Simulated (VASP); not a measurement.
## InSb: the relaxed cell at several levels of theory

Aim: relax InSb at several levels of theory and compare the cells. The starting structure is a measured crystal structure from the Crystallography Open Database. The first relaxation on each setting starts from this cell expanded by 3 % in volume.

Main program and level: VASP 6.6.1; Kohn-Sham DFT with plane waves and PAW; PBEsol, LDA, PBE, PBEsol + D3(BJ), r2SCAN, r2SCAN + rVV10, optB86b-vdW and TPSS.

## (1) The starting structure

Symmetry: F-43m, No. 216, cubic system. Conventional cell: a = 6.478 Å, b = 6.478 Å, c = 6.478 Å, α = 90.00°, β = 90.00°, γ = 90.00°. Nearest to Sb lie 4 In at 2.81 Å. In has 4 Sb at 2.81 Å nearest. Farther neighbours are not listed.

Structure file:

```xyz
2
Lattice="0.0000 3.2391 3.2391 3.2391 0.0000 3.2391 3.2391 3.2391 0.0000" Properties=species:S:1:pos:R:3 pbc="T T T"
Sb    4.8586    4.8586    4.8586
In    0.0000    0.0000    0.0000
```

## (2) Relaxation with PBEsol

PBEsol restores the gradient expansion of exchange and is tuned for the cells of solids.

Input file INCAR:

```
SYSTEM = InSb
PREC = Accurate
ENCUT = 450
EDIFF = 1E-06
NELM = 100
ISMEAR = 0
SIGMA = 0.05
LREAL = .FALSE.
ALGO = Normal
GGA = PS
NBANDS = 15
LORBIT = 11
LWAVE = .FALSE.
LCHARG = .FALSE.
KPAR = 8
IBRION = 2
NSW = 50
ISIF = 3
EDIFFG = -0.006
```

Input file POSCAR:

```
InSb
1.0
    0.0000000000      3.2711723829      3.2711723829
    3.2711723829      0.0000000000      3.2711723829
    3.2711723829      3.2711723829      0.0000000000
Sb In
1 1
Direct
    0.7500000000      0.7500000000      0.7500000000
    0.0000000000      0.0000000000      0.0000000000
```

Input file KPOINTS:

```
Automatic mesh
0
Gamma
10 10 10
0 0 0
```

The projector-augmented-wave data sets are Sb and In_d (PBE family, release 64).

The run is started by

```sh
mpirun -np 8 vasp_std
```

The program printed:

```text
[banner, memory and clock lines left out]
running    8 mpi-ranks, on    1 nodes
 distrk:  each k-point on    1 cores,    8 groups
 distr:  one band on    1 cores,    1 groups

 POSCAR found type information on POSCAR SbIn
 POSCAR found :  2 types and       2 ions
|                                                                             |
|           W    W    AA    RRRRR   N    N  II  N    N   GGGG   !!!           |
|           W    W   A  A   R    R  NN   N  II  NN   N  G    G  !!!           |
|           W    W  A    A  R    R  N N  N  II  N N  N  G       !!!           |
|           W WW W  AAAAAA  RRRRR   N  N N  II  N  N N  G  GGG   !            |
|           WW  WW  A    A  R   R   N   NN  II  N   NN  G    G                |
|           W    W  A    A  R    R  N    N  II  N    N   GGGG   !!!           |
|                                                                             |
|     For optimal performance we recommend to set                             |
|       NCORE = 2 up to number-of-cores-per-socket                            |
|     NCORE specifies how many cores store one orbital (NPAR=cpu/NCORE).      |
|     This setting can greatly improve the performance of VASP for DFT.       |
|     The default, NCORE=1 might be grossly inefficient on modern             |
|     multi-core architectures or massively parallel machines. Do your        |
|     Unfortunately you need to use the default for GW and RPA                |
|     calculations (for HF NCORE is supported but not extensively tested      |
|     yet).                                                                   |
|                                                                             |

|                                                                             |
|               ----> ADVICE to this user running VASP <----                  |
|                                                                             |
|     You enforced a specific xc type in the INCAR file but a different       |
|     [... a line on the potential file left out ...]
|     I HOPE YOU KNOW WHAT YOU ARE DOING!                                     |
|                                                                             |

 LDA part: xc-table for (Slater+PW92), standard interpolation
 POSCAR, INCAR and KPOINTS ok, starting setup
 FFT: planning ... GRIDC
 FFT: planning ... GRID_SOFT
 FFT: planning ... GRID
 WAVECAR not read
 entering main loop
       N       E                     dE             d eps       ncg     rms          rms(c)
DAV:   1     0.106335502379E+03    0.10634E+03   -0.73797E+03  1410   0.106E+03
DAV:   2    -0.126712074367E+01   -0.10760E+03   -0.10458E+03  1571   0.268E+02
DAV:   3    -0.765162476142E+01   -0.63845E+01   -0.63647E+01  1802   0.721E+01
DAV:   4    -0.782787994539E+01   -0.17626E+00   -0.17622E+00  1735   0.142E+01
DAV:   5    -0.783784849365E+01   -0.99685E-02   -0.99684E-02  2161   0.265E+00    0.387E+00
DAV:   6    -0.772003709623E+01    0.11781E+00   -0.18136E-01  2050   0.714E+00    0.220E+00
DAV:   7    -0.769850846386E+01    0.21529E-01   -0.65615E-02  1938   0.274E+00    0.594E-01
DAV:   8    -0.769775991543E+01    0.74855E-03   -0.74507E-03  1849   0.104E+00    0.247E-01
DAV:   9    -0.769817085745E+01   -0.41094E-03   -0.80038E-04  1669   0.263E-01    0.769E-02
DAV:  10    -0.769815327418E+01    0.17583E-04   -0.41506E-05  1885   0.493E-02    0.350E-02
DAV:  11    -0.769817435950E+01   -0.21085E-04   -0.36936E-05  1606   0.525E-02    0.226E-02
DAV:  12    -0.769817495083E+01   -0.59134E-06   -0.11022E-06  1288   0.986E-03
   1 F= -.76981750E+01 E0= -.76981364E+01  d E =-.769817E+01
 curvature:   0.00 expect dE= 0.000E+00 dE for cont linesearch  0.000E+00
 trial: gam= 0.00000 g(F)=  0.428E-47 g(S)=  0.225E-02 ort = 0.000E+00 (trialstep = 0.100E+01)
 search vector abs. value=  0.225E-02
 bond charge predicted
       N       E                     dE             d eps       ncg     rms          rms(c)
DAV:   1    -0.772600308612E+01   -0.27829E-01   -0.64267E-01  1816   0.142E+01    0.102E+00
DAV:   2    -0.770278661602E+01    0.23216E-01   -0.48716E-02  1746   0.464E+00    0.365E-01
DAV:   3    -0.769906485437E+01    0.37218E-02   -0.10534E-02  1802   0.189E+00    0.190E-01
DAV:   4    -0.769899810519E+01    0.66749E-04   -0.38690E-04  1543   0.170E-01    0.127E-01
DAV:   5    -0.769894531022E+01    0.52795E-04   -0.53169E-05  1793   0.612E-02    0.559E-02
DAV:   6    -0.769894487519E+01    0.43502E-06   -0.18049E-05  2136   0.381E-02    0.104E-02
DAV:   7    -0.769894382926E+01    0.10459E-05   -0.12297E-06  1140   0.185E-02    0.231E-03
DAV:   8    -0.769894365072E+01    0.17854E-06   -0.47196E-07   831   0.117E-02
   2 F= -.76989437E+01 E0= -.76989051E+01  d E =-.768700E-03
 trial-energy change:   -0.000769  1 .order   -0.000738   -0.002249    0.000774
 step:   0.7554(harm=  0.7439)  dis= 0.00000  next Energy=    -7.699038 (dE=-0.863E-03)
 bond charge predicted
       N       E                     dE             d eps       ncg     rms          rms(c)
DAV:   1    -0.770064316666E+01   -0.16993E-02   -0.38940E-02  1816   0.356E+00    0.245E-01
DAV:   2    -0.769927725296E+01    0.13659E-02   -0.28303E-03  1739   0.110E+00    0.902E-02
DAV:   3    -0.769904686383E+01    0.23039E-03   -0.66174E-04  1795   0.475E-01    0.447E-02
DAV:   4    -0.769904128993E+01    0.55739E-05   -0.23803E-05  1522   0.434E-02    0.302E-02
DAV:   5    -0.769903516925E+01    0.61207E-05   -0.30991E-06  1648   0.144E-02    0.136E-02
DAV:   6    -0.769903328324E+01    0.18860E-05   -0.86357E-07  1076   0.949E-03    0.214E-03
DAV:   7    -0.769903341256E+01   -0.12932E-06   -0.26563E-07   747   0.848E-03
   3 F= -.76990334E+01 E0= -.76989948E+01  d E =-.858462E-03
 curvature:  -0.37 expect dE=-0.357E-06 dE for cont linesearch -0.357E-06
 trial: gam= 0.00000 g(F)=  0.527E-46 g(S)=  0.961E-06 ort =-0.465E-04 (trialstep = 0.951E+00)
 search vector abs. value=  0.962E-06
 reached required accuracy - stopping structural energy minimisation
```

Elapsed: 8.4 s, on 8 MPI ranks of Intel Xeon 6975P-C (Granite Rapids), shared host; peak memory 1.8 GiB; 50 s of CPU time.

Lines that name or quote the potential files are left out of all logs, and their timing lines are given in words.

From OUTCAR (step 2):

```text
ion  position               nearest neighbor table
   1  0.750  0.750  0.750-   2 2.83   2 2.83   2 2.83   2 2.83
   2  0.000  0.000  0.000-   1 2.83   1 2.83   1 2.83   1 2.83

  LATTYP: Found a face centered cubic cell.
 ALAT       =     6.5423447658

 Subroutine GETGRP returns: Found 24 space group operations
 (whereof 24 operations were pure point group operations)

The static configuration has the point symmetry T_d .

 Found     47 irreducible k-points:

   k-points           NKPTS =     47   k-points in BZ     NKDIM =     47   number of bands    NBANDS=     15

   dimension x,y,z NGX =    32 NGY =   32 NGZ =   32
   dimension x,y,z NGXF=    64 NGYF=   64 NGZF=   64

   ENCUT  =  450.0 eV  33.07 Ry    5.75 a.u.   8.00  8.00  8.00*2*pi/ulx,y,z

   NELECT =      18.0000    total number of electrons

 k-points in reciprocal lattice and weights: Automatic mesh
   0.00000000  0.00000000  0.00000000       0.001
   0.10000000  0.00000000  0.00000000       0.008
   0.20000000  0.00000000  0.00000000       0.008
   0.30000000  0.00000000  0.00000000       0.008
   0.40000000  0.00000000  0.00000000       0.008
   0.50000000  0.00000000  0.00000000       0.004
   0.10000000  0.10000000  0.00000000       0.006
   0.20000000  0.10000000  0.00000000       0.024
   0.30000000  0.10000000  0.00000000       0.024
[...]
-0.30000000  0.40000000  0.20000000       0.024
  -0.30000000  0.50000000  0.20000000       0.012

 average (electrostatic) potential at core
       1 -87.2713       2 -96.2788

 E-fermi :   4.7737

 k-point     1 :       0.0000    0.0000    0.0000
  band No.  band energies     occupation
    ...
      6      -5.8684      2.00000
      7       4.3865      2.00000
      8       4.7585      1.33343
      9       4.7585      1.33343
     10       4.7585      1.33343
     11       7.6908      0.00000
     12       7.6908      0.00000
     13       7.6908      0.00000
     14      10.3040      0.00000
     15      13.0029      0.00000

 k-point     2 :       0.1000    0.0000    0.0000
  band No.  band energies     occupation
    ...
      5      -9.6612      2.00000
      6      -5.7795      2.00000
      7       3.2062      2.00000
      8       4.6217      1.99998
      9       4.6217      1.99998
     10       5.4949      0.00000
     11       7.8756      0.00000
     12       7.8813      0.00000
     13       7.8813      0.00000
     14      10.8423      0.00000
    ...

 k-point     3 :       0.2000    0.0000    0.0000
  band No.  band energies     occupation
    ...
      5      -9.6613      2.00000
      6      -5.5232      2.00000
      7       1.8021      2.00000
      8       4.3272      2.00000
      9       4.3272      2.00000
     10       5.6138      0.00000
     11       8.2614      0.00000
     12       8.2614      0.00000
     13       8.7432      0.00000
     14      11.5541      0.00000
    ...

  Total        0.0036451      0.0036451      0.0036451     -0.0000000      0.0000000      0.0000000
  in kB        0.0842301      0.0842301      0.0842301     -0.0000000      0.0000000      0.0000000
  external PRESSURE =       0.0842301 kB  Pullay stress =       0.0000000 kB

  energy-cutoff  :      450.00
  volume of cell :       69.33
      direct lattice vectors                 reciprocal lattice vectors
     0.000000000  3.260664372  3.260664372    -0.153342983  0.153342983  0.153342983
     3.260664372  0.000000000  3.260664372     0.153342983 -0.153342983  0.153342983
     3.260664372  3.260664372  0.000000000     0.153342983  0.153342983 -0.153342983

 POSITION                                       TOTAL-FORCE (eV/Angst)
 -----------------------------------------------------------------------------------
      4.89100      4.89100      4.89100         0.000000      0.000000      0.000000
      0.00000      0.00000      0.00000        -0.000000     -0.000000     -0.000000
 -----------------------------------------------------------------------------------
    total drift:                                0.000000      0.000000      0.000000

  FREE ENERGIE OF THE ION-ELECTRON SYSTEM (eV)
  ---------------------------------------------------
  free  energy   TOTEN  =        -7.6990334126 eV

  energy  without entropy=       -7.6989562395  energy(sigma->0) =       -7.69899483

 reached required accuracy - stopping structural energy minimisation

 total charge
# of ion       s       p       d       tot
------------------------------------------
    1        1.141   1.318   0.019   2.478
    2        0.872   0.700   9.864  11.436
--------------------------------------------------
tot          2.013   2.018   9.883  13.913

[... 3 further parts left out ...]
```

The PAW data sets were made with PBE, which is usual practice but a small mismatch for other functionals. The run keeps the 24 symmetry operations of its start, so it cannot find a distortion of lower symmetry.

With PBEsol the relaxed cell holds 34.667 Å³ an atom, +2.01 % against the measured cell, with a = 6.521 Å. Pressures at 0.985 and 1.015 times this volume, from two more relaxations that aren't shown, give a bulk modulus of 42.9 GPa.

## (3) Relaxation with LDA

LDA, the lowest rung, knows the local density alone. This run starts from the cell of an earlier relaxation, which isn't shown; the restart sets up the plane waves anew.

Changes to INCAR since step 2:

```diff
@@ -9,3 +9,3 @@
 ALGO = Normal
-GGA = PS
+GGA = CA
 NBANDS = 15
```

Input file POSCAR:

```
InSb
1.0
    0.0000000000      3.2276043489      3.2276043489
    3.2276043489      0.0000000000      3.2276043489
    3.2276043489      3.2276043489      0.0000000000
Sb In
1 1
Direct
    0.7500000000      0.7500000000      0.7500000000
    0.0000000000      0.0000000000      0.0000000000
```

KPOINTS is that of step 2.

The projector-augmented-wave data sets are Sb and In_d (LDA family, release 64).

The run is started by

```sh
mpirun -np 8 vasp_std
```

The program printed:

```text
[banner, memory and clock lines left out]
running    8 mpi-ranks, on    1 nodes
[...]
[... a notice as in an earlier step ...]

 LDA part: xc-table for (Slater(with rela. corr.)+CA(PZ))
 , standard interpolation
 POSCAR, INCAR and KPOINTS ok, starting setup
[...]
entering main loop
       N       E                     dE             d eps       ncg     rms          rms(c)
DAV:   1     0.109958056911E+03    0.10996E+03   -0.73845E+03  1410   0.109E+03
DAV:   2    -0.149356871613E+01   -0.11145E+03   -0.10857E+03  1557   0.272E+02
DAV:   3    -0.817402337351E+01   -0.66805E+01   -0.66456E+01  1823   0.729E+01
DAV:   4    -0.836565185281E+01   -0.19163E+00   -0.19158E+00  1710   0.149E+01
[...]
DAV:  10    -0.821589367044E+01    0.98479E-05   -0.35729E-05  1785   0.459E-02    0.336E-02
DAV:  11    -0.821589753296E+01   -0.38625E-05   -0.95794E-06  1676   0.414E-02    0.213E-02
DAV:  12    -0.821589737469E+01    0.15827E-06   -0.53831E-07  1279   0.965E-03
   1 F= -.82158974E+01 E0= -.82158588E+01  d E =-.821590E+01
[...]
reached required accuracy - stopping structural energy minimisation
```

It took 3.6 s on 8 MPI ranks; peak memory 1.4 GiB.

From OUTCAR (step 3):

```text
  Total       -0.0015853     -0.0015853     -0.0015853      0.0000000      0.0000000     -0.0000000
  in kB       -0.0377697     -0.0377697     -0.0377697      0.0000000      0.0000000     -0.0000000
  external PRESSURE =      -0.0377697 kB  Pullay stress =       0.0000000 kB

 POSITION                                       TOTAL-FORCE (eV/Angst)
 -----------------------------------------------------------------------------------
      4.84141      4.84141      4.84141        -0.000000     -0.000000     -0.000000
      0.00000      0.00000      0.00000         0.000000      0.000000      0.000000
 -----------------------------------------------------------------------------------
    total drift:                                0.000000      0.000000      0.000000

  FREE ENERGIE OF THE ION-ELECTRON SYSTEM (eV)
  ---------------------------------------------------
  free  energy   TOTEN  =        -8.2158973747 eV

  energy  without entropy=       -8.2158202283  energy(sigma->0) =       -8.21585880

[... 2 parts as in an earlier step ...]

[... 2 further parts left out ...]
[key lines of the parts left out:]
E-fermi :   5.0232
```

With LDA the relaxed cell holds 33.623 Å³ an atom, -1.06 % against the measured cell, with a = 6.455 Å. That is -3.01 % from PBEsol. Pressures at 0.985 and 1.015 times this volume, from two more relaxations that aren't shown, give a bulk modulus of 46.7 GPa.

## (4) Relaxation with PBE

PBE, the usual starting point, adds the gradient of the density. This run starts from the cell of an earlier relaxation, which isn't shown; the restart sets up the plane waves anew.

Changes to INCAR since step 3:

```diff
@@ -9,3 +9,3 @@
 ALGO = Normal
-GGA = CA
+GGA = PE
 NBANDS = 15
```

Input file POSCAR:

```
InSb
1.0
    0.0000000000      3.3175820376      3.3175820376
    3.3175820376      0.0000000000      3.3175820376
    3.3175820376      3.3175820376      0.0000000000
Sb In
1 1
Direct
    0.7500000000      0.7500000000      0.7500000000
    0.0000000000      0.0000000000      0.0000000000
```

KPOINTS is that of step 3.

The projector-augmented-wave data sets are Sb and In_d (PBE family, release 64).

The run is started by

```sh
mpirun -np 8 vasp_std
```

The program printed:

```text
[banner, memory and clock lines left out]
running    8 mpi-ranks, on    1 nodes
[...]
[... a notice as in an earlier step ...]

 LDA part: xc-table for (Slater+PW92), standard interpolation
 POSCAR, INCAR and KPOINTS ok, starting setup
[...]
entering main loop
       N       E                     dE             d eps       ncg     rms          rms(c)
DAV:   1     0.108173085045E+03    0.10817E+03   -0.73447E+03  1410   0.105E+03
DAV:   2     0.128472786969E+00   -0.10804E+03   -0.10522E+03  1536   0.271E+02
DAV:   3    -0.684232475319E+01   -0.69708E+01   -0.69338E+01  1795   0.747E+01
DAV:   4    -0.703973452659E+01   -0.19741E+00   -0.19735E+00  1715   0.150E+01
[...]
DAV:  11    -0.695199358150E+01   -0.45570E-04   -0.81998E-05  1613   0.559E-02    0.202E-02
DAV:  12    -0.695199470788E+01   -0.11264E-05   -0.10917E-06  1582   0.704E-03    0.675E-03
DAV:  13    -0.695199546659E+01   -0.75871E-06   -0.16436E-06  1561   0.733E-03
   1 F= -.69519955E+01 E0= -.69519568E+01  d E =-.695200E+01
[...]
reached required accuracy - stopping structural energy minimisation
```

Wall time 4.6 s (8 MPI ranks); peak memory 1.6 GiB; 26 s of CPU time.

OUTCAR, selected parts (step 4):

```text
  Total       -0.0016462     -0.0016462     -0.0016462     -0.0000000      0.0000000      0.0000000
  in kB       -0.0361166     -0.0361166     -0.0361166     -0.0000000      0.0000000      0.0000000
  external PRESSURE =      -0.0361166 kB  Pullay stress =       0.0000000 kB

 POSITION                                       TOTAL-FORCE (eV/Angst)
 -----------------------------------------------------------------------------------
      4.97637      4.97637      4.97637         0.000000      0.000000      0.000000
      0.00000      0.00000      0.00000        -0.000000     -0.000000     -0.000000
 -----------------------------------------------------------------------------------
    total drift:                                0.000000      0.000000      0.000000

  FREE ENERGIE OF THE ION-ELECTRON SYSTEM (eV)
  ---------------------------------------------------
  free  energy   TOTEN  =        -6.9519954666 eV

  energy  without entropy=       -6.9519181246  energy(sigma->0) =       -6.95195680

[... 2 parts as in an earlier step ...]

[... 2 further parts left out ...]
[key lines of the parts left out:]
E-fermi :   4.3949
```

With PBE the relaxed cell holds 36.514 Å³ an atom, +7.45 % against the measured cell, with a = 6.635 Å. That is +5.33 % from PBEsol. Pressures at 0.985 and 1.015 times this volume, from two more relaxations that aren't shown, give a bulk modulus of 36.6 GPa.

(Part 1 of 2 ends here.)

[Lines on the potential files, build, host, timing and source positions are cut from VASP's logs without a mark.]

[Logs are printed without paths, hosts, clocks, repeated set-up lines and the standing remarks that a program may print on its own settings, such as how far it seeks lower states.]

[Hosts, paths, dates, database ids (printed as entryN), source tags and the programs' standing remarks are cut or masked in the printed files.]
